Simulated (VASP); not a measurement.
# WTe (relaxed from the rock salt structure, space group Fm-3m): computed properties

These are PBEsol GGA, VASP's PBE PAW potentials (set 64) (plane waves; VASP 6.6.1) values and carry that method's errors.

```yaml
space_group: Fm-3m (225)
cell: a = b = c = 5.5221 Å, α = β = γ = 90.00°
volume_per_atom: 21.05 Å^3/atom
band gap (over mesh and band path): none (metal, semimetal or under 0.01 eV)
density: 12.28 g/cm³
```

Space group Fm-3m (No. 225); a = 5.522 Å, b = 5.522 Å, c = 5.522 Å, α = 90.00°, β = 90.00°, γ = 90.00°

```csv
atom,site,symmetry,x,y,z
W,4a,m-3m,0.0000,0.0000,0.0000
Te,4b,m-3m,0.5000,0.5000,0.5000
```
(The calculation used a cell of 2 atoms; values per cell refer to that cell.)

Unless said otherwise, spin-orbit coupling is left out, though it shifts the bands of the heavy elements here.

The structure was generated: WTe was put into the rock salt type (Fm-3m), which need not be its known phase. It was relaxed first, which changed the volume by -38 %. Symmetry was kept, so distortions that lower it aren't found.
